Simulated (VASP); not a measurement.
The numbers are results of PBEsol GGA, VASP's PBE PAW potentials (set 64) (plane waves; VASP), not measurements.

Input for VASP

### POSCAR
```
NiSi2(111) slab
1
    3.8175820451     0.0000000000     0.0000000000
   -1.9087910225     3.3061228835     0.0000000000
    0.0000000000     0.0000000000    24.3202841559
Si Ni
6 3
Direct
  0.6666670000   0.3333330000   0.3451141778
  0.3333330000   0.6666670000   0.4679952108
  0.0000000000   0.0000000000   0.4029495985
  0.0000000000   0.0000000000   0.5970504015
  0.6666670000   0.3333330000   0.5320047892
  0.3333330000   0.6666670000   0.6548858222
  0.3333330000   0.6666670000   0.3737672633
  0.0000000000   0.0000000000   0.5000000000
  0.6666670000   0.3333330000   0.6262327367
```

INCAR:
```
# general
SYSTEM  = NiSi2(111) slab
PREC    = Normal
ENCUT   = 400   # plane-wave cut-off (eV)
LREAL   = .False.   # projection in real space or not
LASPH   = .True.

# electronic loop
EDIFF   = 1E-6   # SCF stop (eV)
NELM    = 100   # most electronic steps
NELMIN  = 4
ALGO    = Normal   # blocked Davidson
LMAXMIX = 4   # l cut-off of mixed one-centre charges

# smearing
ISMEAR  = 1
SIGMA   = 0.1   # width (eV)

# functional
GGA     = PS   # PBEsol

# output
LWAVE   = .False.
LCHARG  = .False.
LORBIT  = 11
LVHAR   = .True.

# other
LDIPOL  = .True.
IDIPOL  = 3
DIPOL   = 0.5 0.5 0.5
```

**KPOINTS**
```
K-points
0
G
8 8 1
```

POTCAR, in this order: Si Ni (PBE.64 set). Program: vasp_std. Read from the step before: WAVECAR.

Output of the run:

### OSZICAR
```
       N       E                     dE             d eps       ncg     rms          rms(c)
DAV:   1    -0.550339340156E+02   -0.55034E+02   -0.40233E-04   968   0.505E-01    0.807E-02
DAV:   2    -0.550344156627E+02   -0.48165E-03   -0.41675E-03   976   0.176E+00    0.229E-01
DAV:   3    -0.550338319331E+02    0.58373E-03   -0.20463E-03   960   0.130E+00    0.111E-02
DAV:   4    -0.550338429429E+02   -0.11010E-04   -0.86579E-05   952   0.789E-02    0.859E-03
DAV:   5    -0.550338431508E+02   -0.20791E-06   -0.50040E-06   656   0.377E-02
   1 F= -.55033843E+02 E0= -.55033642E+02  d E =-.602213E-03
```

File OUTCAR:
```
------------------------ aborting loop because EDIFF is reached ----------------------------------------
  FORCE on cell =-STRESS in cart. coord.  units (eV):
  Direction    XX          YY          ZZ          XY          YZ          ZX
  --------------------------------------------------------------------------------------
  Total       -3.1542159     -3.1542156     -0.1987366     -0.0000000      0.0000000      0.0000000
  in kB      -16.4636447    -16.4636432     -1.0373193     -0.0000000      0.0000000      0.0000000
  external PRESSURE =     -11.3215357 kB  Pullay stress =       0.0000000 kB
  volume of cell :      306.96
      direct lattice vectors                 reciprocal lattice vectors
     3.817582045  0.000000000  0.000000000     0.261945909  0.151234548  0.000000000
    -1.908791022  3.306122884  0.000000000     0.000000000  0.302469096  0.000000000
     0.000000000  0.000000000 24.320284156     0.000000000  0.000000000  0.041117941
 POSITION                                       TOTAL-FORCE (eV/Angst)
 -----------------------------------------------------------------------------------
      1.90879      1.10204      8.39327         0.000000      0.000000      0.000792
     -0.00000      2.20408     11.38178         0.000000     -0.000000     -0.015544
      0.00000      0.00000      9.79985        -0.000000      0.000000      0.005663
      0.00000      0.00000     14.52044         0.000000     -0.000000     -0.005663
      1.90879      1.10204     12.93851        -0.000000      0.000000      0.015544
     -0.00000      2.20408     15.92701         0.000000     -0.000000     -0.000792
     -0.00000      2.20408      9.09013        -0.000000      0.000000      0.004470
      0.00000      0.00000     12.16014        -0.000000      0.000000     -0.000000
      1.90879      1.10204     15.23016         0.000000     -0.000000     -0.004470
 -----------------------------------------------------------------------------------
    total drift:                                0.000000      0.000000      0.000000
  FREE ENERGIE OF THE ION-ELECTRON SYSTEM (eV)
  ---------------------------------------------------
  free  energy   TOTEN  =       -55.0338431508 eV

  energy  without entropy=      -55.0332409375  energy(sigma->0) =      -55.03364241

 total charge

# of ion       s       p       d       tot
------------------------------------------
    1        0.814   0.783   0.000   1.597
    2        0.730   0.844   0.000   1.574
    3        0.718   0.868   0.000   1.587
    4        0.718   0.868   0.000   1.587
    5        0.730   0.844   0.000   1.574
    6        0.814   0.783   0.000   1.597
    7        0.565   0.748   8.450   9.763
    8        0.567   0.813   8.438   9.818
    9        0.565   0.748   8.450   9.763
--------------------------------------------------
tot          6.221   7.299  25.337  38.857
```
(Selected blocks of OUTCAR.)

The cell is a thin slab with vacuum, built from NiSi2 (fluorite): (111) face. The run is not spin-polarised, so no magnetic state was tried.
